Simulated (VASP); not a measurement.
GW runs with VASP on BeSe (zinc blende), on PBE orbitals with a Kohn-Sham gap of 2.59 eV on the mesh.

```yaml
crystal:
  lattice:
    - [0.00000, 2.57000, 2.57000]
    - [2.57000, 0.00000, 2.57000]
    - [2.57000, 2.57000, 0.00000]
  atoms:
    - { symbol: Be, position: [0.00000, 0.00000, 0.00000] }
    - { symbol: Se, position: [0.25000, 0.25000, 0.25000] }
```

Settings: PREC = Normal, 500 eV cut-off, 4×4×4 Γ-centred mesh, Gaussian smearing of 0.010 eV, potentials Be_sv_GW Se_GW.

The mesh is coarse and the basis finite, so the quasiparticle values are not converged.

| run | level | NBANDS | ENCUTGW (eV) | QP gap (eV) | smallest direct QP gap (eV) |
|---|---|---|---|---|---|
| run 1 | G0W0@PBE, 1 step(s) | 64 | 150 | 3.76 | 5.93 |
| run 2 | G0W0@PBE, 1 step(s) | 160 | 200 | 3.89 | 6.00 |
| run 3 | evGW0@PBE, 4 step(s) | 160 | 200 | (withheld) | (withheld) |

Problem. What belongs in the gaps?

Solution. 
- run 3, QP gap (eV): 4.11
- run 3, smallest direct QP gap (eV): 6.26

Left out are failed runs and those that VASP or the mesh makes unfit.

The compound is BeSe in the zinc blende structure. The cell was not relaxed at this level.
